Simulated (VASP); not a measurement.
Calculation: r2SCAN meta-GGA, VASP's PBE PAW potentials (set 64) (plane waves; VASP 6.6.1).

VASP input:

POSCAR:
```
BN
1.0
  2.5464430585   0.0000000000   0.0000000000
 -1.2732215293   2.2052845974   0.0000000000
  0.0000000000   0.0000000000   4.2118364887
B N
2 2
Direct
  0.3333330000   0.6666670000   0.0000000000
  0.6666670000   0.3333330000   0.5000000000
  0.3333330000   0.6666670000   0.3750000000
  0.6666670000   0.3333330000   0.8750000000
```

### INCAR
```
# general
SYSTEM =BN
PREC   =Normal
ENCUT  =450
LREAL  =F
LASPH  =T

# electronic loop
EDIFF  =1E-5
NELM   =100
NELMIN =4
ALGO   =Normal
LMIXTAU=T

# smearing
ISMEAR =0
SIGMA  =0.05

# functional
METAGGA=R2SCAN

# ions
IBRION =2
NSW    =20
ISIF   =2
EDIFFG =-0.03

# output
LWAVE  =F
LCHARG =F
```

KPOINTS:
```
Automatic mesh
0
Gamma
13 13 7
0 0 0
```

POTCAR, in this order: B N (PBE.64 set). Program: vasp_std.

What VASP printed:

**OSZICAR**
```
       N       E                     dE             d eps       ncg     rms          rms(c)
DAV:   1     0.356957163707E+02    0.35696E+02   -0.82689E+03  2016   0.119E+03
DAV:   2    -0.425410106804E+02   -0.78237E+02   -0.73046E+02  2796   0.251E+02
DAV:   3    -0.447407068505E+02   -0.21997E+01   -0.21922E+01  2672   0.435E+01
DAV:   4    -0.447523232673E+02   -0.11616E-01   -0.11610E-01  2480   0.335E+00
DAV:   5    -0.447524635322E+02   -0.14026E-03   -0.14021E-03  2628   0.330E-01    0.934E+00
DAV:   6    -0.381625401029E+02    0.65899E+01   -0.32761E+00  2544   0.150E+01    0.536E+00
DAV:   7    -0.381830079488E+02   -0.20468E-01   -0.72923E-01  2364   0.923E+00    0.253E+00
DAV:   8    -0.395280631873E+02   -0.13451E+01   -0.92246E-01  2188   0.905E+00    0.161E+00
DAV:   9    -0.380202605898E+02    0.15078E+01   -0.43942E-01  2060   0.713E+00    0.353E-01
DAV:  10    -0.382553597526E+02   -0.23510E+00   -0.81973E-02  2120   0.315E+00    0.137E-01
DAV:  11    -0.382573996102E+02   -0.20399E-02   -0.40478E-03  2504   0.787E-01    0.157E-01
DAV:  12    -0.382550560710E+02    0.23435E-02   -0.36386E-03  2384   0.559E-01    0.106E-01
DAV:  13    -0.382604930352E+02   -0.54370E-02   -0.16887E-03  2100   0.453E-01    0.476E-02
DAV:  14    -0.382608197269E+02   -0.32669E-03   -0.14861E-04  2408   0.131E-01    0.766E-03
DAV:  15    -0.382608051420E+02    0.14585E-04   -0.53745E-06  1360   0.275E-02    0.692E-03
DAV:  16    -0.382608118490E+02   -0.67070E-05   -0.36021E-07  1136   0.711E-03
   1 F= -.38260812E+02 E0= -.38260812E+02  d E =-.382608E+02
       N       E                     dE             d eps       ncg     rms          rms(c)
DAV:   1    -0.382607016564E+02    0.10349E-03   -0.41026E-02  2324   0.197E+00    0.418E-02
DAV:   2    -0.382607575514E+02   -0.55895E-04   -0.66719E-04  2480   0.245E-01    0.272E-02
DAV:   3    -0.382607644300E+02   -0.68786E-05   -0.20261E-05  2124   0.605E-02    0.122E-02
DAV:   4    -0.382607420685E+02    0.22361E-04   -0.12225E-05  1500   0.389E-02    0.317E-03
DAV:   5    -0.382607620981E+02   -0.20030E-04   -0.42193E-06  1136   0.309E-02    0.227E-03
DAV:   6    -0.382607544614E+02    0.76367E-05   -0.16721E-06  1076   0.161E-02
   2 F= -.38260754E+02 E0= -.38260754E+02  d E =0.573876E-04
       N       E                     dE             d eps       ncg     rms          rms(c)
DAV:   1    -0.382608605507E+02   -0.98453E-04   -0.12806E-02  2328   0.110E+00    0.236E-02
DAV:   2    -0.382608856305E+02   -0.25080E-04   -0.20708E-04  2484   0.137E-01    0.152E-02
DAV:   3    -0.382608680764E+02    0.17554E-04   -0.61036E-06  1572   0.342E-02    0.681E-03
DAV:   4    -0.382608824956E+02   -0.14419E-04   -0.43118E-06  1148   0.224E-02    0.194E-03
DAV:   5    -0.382608709923E+02    0.11503E-04   -0.15567E-06  1080   0.183E-02    0.148E-03
DAV:   6    -0.382608765748E+02   -0.55825E-05   -0.57053E-07  1068   0.915E-03
   3 F= -.38260877E+02 E0= -.38260877E+02  d E =-.647257E-04
```

File OUTCAR:
```
------------------------ aborting loop because EDIFF is reached ----------------------------------------
  FORCE on cell =-STRESS in cart. coord.  units (eV):
  Direction    XX          YY          ZZ          XY          YZ          ZX
  --------------------------------------------------------------------------------------
  Total       -0.2657541     -0.2657542     -0.2697447      0.0000000      0.0000000     -0.0000000
  in kB      -18.0019890    -18.0019925    -18.2723050      0.0000000      0.0000000     -0.0000000
  external PRESSURE =     -18.0920955 kB  Pullay stress =       0.0000000 kB
  volume of cell :       23.65
      direct lattice vectors                 reciprocal lattice vectors
     2.546443058  0.000000000  0.000000000     0.392704638  0.226728106  0.000000000
    -1.273221529  2.205284597  0.000000000     0.000000000  0.453456212  0.000000000
     0.000000000  0.000000000  4.211836489     0.000000000  0.000000000  0.237426121
  FREE ENERGIE OF THE ION-ELECTRON SYSTEM (eV)
  ---------------------------------------------------
  free  energy   TOTEN  =       -38.2608765748 eV

  energy  without entropy=      -38.2608765748  energy(sigma->0) =      -38.26087657

 reached required accuracy - stopping structural energy minimisation
```
(Selected blocks of OUTCAR.)

### CONTCAR
```
BN
   1.00000000000000
     2.5464430585000000    0.0000000000000000    0.0000000000000000
    -1.2732215293000000    2.2052845973999999    0.0000000000000000
     0.0000000000000000    0.0000000000000000    4.2118364887000004
  B               N
     2     2
Direct
     0.3333330000000032    0.6666669999999968    0.0002110610811228
     0.6666669999999968    0.3333330000000032    0.5002110610811229
     0.3333330000000032    0.6666669999999968    0.3747889389188772
     0.6666669999999968    0.3333330000000032    0.8747889389188771
```

### OUTCAR
```
 val. band max:        7.3919203422   @ k =   0.0000   0.0000   0.0000

 cond. band min:      13.2340194866   @ k =   0.3077   0.3077   0.0000


 Fermi energy:         7.6942541430

 k-point     1 :       0.0000    0.0000    0.0000
  band No.  band energies     occupation
      1     -14.0680      2.00000
      2      -9.8417      2.00000
      3      -3.9130      2.00000
      4       5.1863      2.00000
      5       5.1863      2.00000
      6       7.1193      2.00000
      7       7.3919      2.00000
      8       7.3919      2.00000
      9      16.4548      0.00000
     10      16.4549      0.00000
     11      16.6866      0.00000
     12      17.5701      0.00000

 k-point     2 :       0.0769    0.0000    0.0000
  band No.  band energies     occupation
      1     -13.9347      2.00000
      2      -9.7397      2.00000
      3      -3.7805      2.00000
      4       4.5660      2.00000
      5       4.9345      2.00000
      6       6.8711      2.00000
      7       6.9926      2.00000
      8       7.2530      2.00000
      9      16.2264      0.00000
     10      16.7272      0.00000
     11      16.9218      0.00000
     12      18.0228      0.00000

 k-point     3 :       0.1538    0.0000    0.0000
  band No.  band energies     occupation
      1     -13.5387      2.00000
      2      -9.4462      2.00000
      3      -3.3876      2.00000
      4       3.0305      2.00000
      5       4.3237      2.00000
      6       5.5654      2.00000
      7       6.5972      2.00000
      8       6.8648      2.00000
      9      15.8318      0.00000
     10      17.2836      0.00000
     11      17.3978      0.00000
     12      18.9624      0.00000

 k-point     4 :       0.2308    0.0000    0.0000
  band No.  band energies     occupation
      1     -12.8933      2.00000
      2      -9.0068      2.00000
      3      -2.7498      2.00000
      4       1.1483      2.00000
      5       3.6067      2.00000
      6       3.8838      2.00000
...
```

At this cut-off the stress carries a Pulay error, which pulls relaxed volumes low.

The compound is BN in the wurtzite structure, a metastable high-pressure form. This run relaxes the ions in a fixed cell. Symmetry was kept, so distortions that lower it aren't found.
